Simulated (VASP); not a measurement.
# Al2MgC2 (space group P-3m1): computed properties

Method: r2SCAN meta-GGA, VASP's PBE PAW potentials (set 64) (plane waves; VASP).

```json
{
 "space_group": "P-3m1 (164)",
 "cell": "a = 3.3682 Å, b = 3.3682 Å, c = 5.7778 Å, α = 90.00°, β = 90.00°, γ = 120.00°",
 "volume_per_atom": "11.35 Å³/atom",
 "band gap (over mesh and band path)": "2.18 eV",
 "smallest direct gap (over mesh and band path)": "3.48 eV",
 "band_edge_character": "indirect, K-Γ at 0.80 to L-M at 0.40",
 "density": "2.99 g/cm³",
 "mean ε∞ (independent particles)": "7.27"
}
```

```cif
data_C2Al2Mg
_chemical_formula_sum 'Mg1 Al2 C2'
_space_group_name_H-M_alt 'P-3m1'
_space_group_IT_number 164
_space_group_name_Hall '-P 3 2"'
_cell_length_a 3.36822
_cell_length_b 3.36822
_cell_length_c 5.77781
_cell_angle_alpha 90.000
_cell_angle_beta 90.000
_cell_angle_gamma 120.000
loop_
_atom_site_label
_atom_site_type_symbol
_atom_site_symmetry_multiplicity
_atom_site_Wyckoff_symbol
_atom_site_fract_x
_atom_site_fract_y
_atom_site_fract_z
_atom_site_occupancy
Mg1 Mg 1 a 0.00000 0.00000 0.00000 1
Al1 Al 2 d 0.66667 0.33333 0.35037 1
C1 C 2 d 0.33333 0.66667 0.27032 1
```

The path is coarsely sampled, so an indirect gap can come out somewhat too large.

The structure comes from a computed database's Al2MgC2 entry (P-3m1); how it stands against other phases isn't given here. It was relaxed first. Symmetry was kept, so distortions that lower it aren't found.
